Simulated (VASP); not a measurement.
Consider the following.

```yaml
crystal:
  lattice:
    - [0.00000, 2.77803, 2.77803]
    - [2.77803, 0.00000, 2.77803]
    - [2.77803, 2.77803, 0.00000]
  atoms:
    - { symbol: Ag, position: [0.00000, 0.00000, 0.00000] }
    - { symbol: Cl, position: [0.50000, 0.50000, 0.50000] }
```

Level of theory: optB88-vdW, VASP's PBE PAW potentials (set 64) (plane waves; VASP). Run with 520 eV cut-off, 8×8×8 Γ-centred mesh, Gaussian smearing of 0.050 eV, potentials Ag Cl.

**Question.** The job: AgCl (rock salt), 2 atoms, optB88-vdW, static run, 520 eV, 8×8×8 Γ-centred mesh. Roughly how much core time does it take on a busy server core?

**Answer.** About 50 core-seconds (one run on a shared machine, a rough figure). It had 29 irreducible k-points, 13 bands, up to 1174 plane waves and 12 electronic steps.

The compound is AgCl in the rock salt structure. It was relaxed first.
